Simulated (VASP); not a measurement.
## BaTe (rock salt): computed properties

The numbers are results of r2SCAN meta-GGA, VASP's PBE PAW potentials (set 64) (plane waves; VASP), not measurements.

```yaml
space_group: Fm-3m (225)
cell: a = b = c = 7.086 Å, α = β = γ = 90.00°
volume_per_atom: 44.47 Å^3/atom
band gap (over mesh and band path): 1.95 eV
smallest direct gap (over mesh and band path): 2.34 eV
band_edge_character_without_spin_orbit_coupling: indirect, Γ to X
band_gap_with_spin_orbit_coupling: 1.68 eV
density: 4.95 g/cm³
mean ε∞ (independent particles): 5.59
```

```
CELL_PARAMETERS angstrom
      0.00000     3.54294     3.54294
      3.54294     0.00000     3.54294
      3.54294     3.54294     0.00000
ATOMIC_POSITIONS crystal
  Ba 0.00000 0.00000 0.00000
  Te 0.50000 0.50000 0.50000
```

Measured: a 7.007 Å (computed value off by +1.1 %), as given by M J Lucero et al., Journal of Physics Condensed Matter (2012), arXiv:1111.4515. The calculation is for a static lattice, while the measured a holds thermal and zero-point effects, which are part of the difference. Unless said otherwise, spin-orbit coupling is left out, though it shifts the bands of the heavy elements here.

The compound is BaTe in the rock salt structure. It was relaxed first. Symmetry was kept, so distortions that lower it aren't found.
